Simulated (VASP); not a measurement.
Consider the following.

```
CELL_PARAMETERS angstrom
      3.53854     0.00000     0.00000
      0.00000     3.53854     0.00000
      0.00000     0.00000     3.53854
ATOMIC_POSITIONS crystal
  Fe 0.00000 0.00000 0.00000
  Ni 0.00000 0.50000 0.50000
  Ni 0.50000 0.00000 0.50000
  Ni 0.50000 0.50000 0.00000
```
Starting moments (μB, in the order of the record's atoms Fe Ni Ni Ni): 3.2 0.7 0.7 0.7.

Computed with r2SCAN+rVV10, VASP's PBE PAW potentials (set 64) (plane waves; VASP). Settings: 520 eV cut-off, 9×9×9 Γ-centred mesh, first-order Methfessel-Paxton smearing of 0.10 eV, potentials Fe Ni.

Problem. Predict the cell moment, energy per atom (σ→0), pressure, band gap (on the k-mesh) with the smallest direct gap where there is one.

Solution. 
```
Quantity                                                     Value
------------------------  ----------------------------------------
band gap (on the k-mesh)  none (metal, semimetal or under 0.01 eV)
cell moment                                                5.25 μB
energy per atom (σ→0)                              -12.441 eV/atom
pressure                                                 -6.03 GPa
```

Problem. Give the moment on each site (PAW-sphere projection).

Solution. 
| site | moment (μB) |
|---|---|
| Fe1 | 3.19 |
| Ni2 | 0.73 |
| Ni3 | 0.73 |
| Ni4 | 0.73 |

The absolute energy has meaning only against runs of the same code, potentials and settings.

The compound is Ni3Fe in the L1_2 structure. This cell is one point of a volume scan, at 1.03 of the reference volume.
